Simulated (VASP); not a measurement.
**BN (space group P6_3mc): computed properties**

These are r2SCAN meta-GGA, VASP's PBE PAW potentials (set 64) (plane waves; VASP) values and carry that method's errors.

```yaml
space_group: P6_3mc (186)
cell: a = b = 2.5463 Å, c = 4.2117 Å, α = β = 90.00°, γ = 120.00°
volume_per_atom: 5.91 Å³/atom
band gap (over mesh and band path): 5.72 eV
smallest direct gap (over mesh and band path): 8.96 eV
band_edge_character: indirect, Γ to K
density: 3.49 g/cm³
mean ε∞ (independent particles): 4.42
```

```cif
data_B2N2
_chemical_formula_sum 'B2 N2'
_space_group_name_H-M_alt 'P 1'
_space_group_IT_number 1
_cell_length_a 2.54633
_cell_length_b 2.54633
_cell_length_c 4.21166
_cell_angle_alpha 90.000
_cell_angle_beta 90.000
_cell_angle_gamma 120.000
loop_
_space_group_symop_operation_xyz
  'x, y, z'
loop_
_atom_site_label
_atom_site_type_symbol
_atom_site_fract_x
_atom_site_fract_y
_atom_site_fract_z
_atom_site_occupancy
B1 B 0.66667 0.33333 0.99978 1
B2 B 0.33333 0.66667 0.49978 1
N1 N 0.66667 0.33333 0.62522 1
N2 N 0.33333 0.66667 0.12522 1
```

The structure comes from a computed database's BN entry (P6_3mc); how it stands against other phases isn't given here. It was relaxed first. Symmetry was kept, so distortions that lower it aren't found.
